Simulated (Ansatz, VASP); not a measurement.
**Two plane-wave programs on AlMoW3**

```
CELL_PARAMETERS angstrom
3.27399 0.00000 0.00000
0.00000 3.27399 0.00000
0.00000 0.00000 8.15125
ATOMIC_POSITIONS crystal
Al 0.50000 0.50000 0.38506
Mo 0.50000 0.50000 0.72531
W 0.50000 0.50000 0.04264
W 0.00000 0.00000 0.20061
W 0.00000 0.00000 0.56825
```

Alike in both runs: functional PBE; k mesh 5 × 5 × 3; occupations gaussian, width 0.2 eV; no spin polarisation.

Ansatz relaxed the structure, and its values are those at the end. VASP's run is a single point on that final structure, the one shown.

|  | VASP | Ansatz |
| --- | --- | --- |
| version | VASP 6.6.1 | Ansatz 0.2.0 |
| potentials or method | VASP PAW PBE potentials, release 64 (Al, Mo_sv, W_sv) | scalar-relativistic, plane waves, PAW |
| plane-wave cutoff (eV) | 520 | 420 |
| valence electrons in the cell | 59 | 59 |

|  | VASP | Ansatz | Ansatz less VASP |
| --- | --- | --- | --- |
| gap on the k mesh at the Fermi level (eV) | none | none | - |
| pressure (GPa) | 0.6 | 0.3 | -0.36 |
| rms of the force components (eV/Å) | 0.021 | 0.028 | +0.0070 |

A gap of «none» marks a metal or a gap that the smearing closes. The functional is the same, so the differences come from potentials, cutoffs and numerics.

Caveats: the k mesh is coarse (spacing up to 0.38 Å⁻¹), so the values aren't converged. The runs have no spin-orbit coupling, so splittings on W are missing.
